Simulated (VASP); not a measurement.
## MgO: band gap against strain

MgO (rock salt, Fm-3m, 9.327 Å³/atom at rest, cube axes along x, y and z) under a strain ε along a cube axis (axis z), the other axes held. PBEsol in VASP (plane waves, PAW), 600 eV, 12×12×12 Γ-centred mesh, Gaussian smearing 0.05 eV; ions are relaxed within the symmetry of each cell. Gaps are the smallest on the run's k-mesh, which can miss an edge that lies off it, without spin-orbit coupling; in all rows the valence edge lies at Γ and the conduction edge at Γ.

Here s stands for strain and Eg for gap.

| strain (%) | gap (eV) |
|---|---|
| 0.00 | 4.650 |
| 0.50 | 4.594 |
| 1.00 | 4.539 |
| 1.50 | 4.485 |
| 3.00 | ? |

Fit Eg of the 4 rows that show it with a straight line. Means: s 0.75000, Eg 4.5670. About the means, the sum of products is -0.13750 and the sum of squares of s is 1.2500; the slope is their ratio. Least squares gives Eg = 4.6495 - 0.11000·s. Residuals (row less fit): 0.0005, -0.0005, -0.0005, 0.0005; standard error 0.0007 (degrees of freedom: 2). Over these rows the gap moves by -11 ± 0.06 eV per unit strain.

**Question.** What does the fit predict for Eg at s = 3.00, and how far is the calculated value from it?

**Answer.** Eg = 4.6495 - 0.11000 × 3.0 = 4.3195 eV. The calculation gives 4.324 eV, 0.0045 eV above the prediction (1.4 % of the range of Eg in the table). The row lies outside the fitted rows, so this is an extrapolation. From the scatter of the fitted rows alone, a prediction at this place has a standard error of 0.0016 eV, so the miss is 2.8 times that.

One order more, fitted to all 7 runs of the series, follows each within 0.001, so the miss is the next term of a smooth law. Rows are the converged runs of the series near zero and its far end; series whose fitted rows scatter by over a few per cent of the range, as at a crossing or softening among them, aren't shown in this form. Most that stay on the fit to the last digits aren't either.
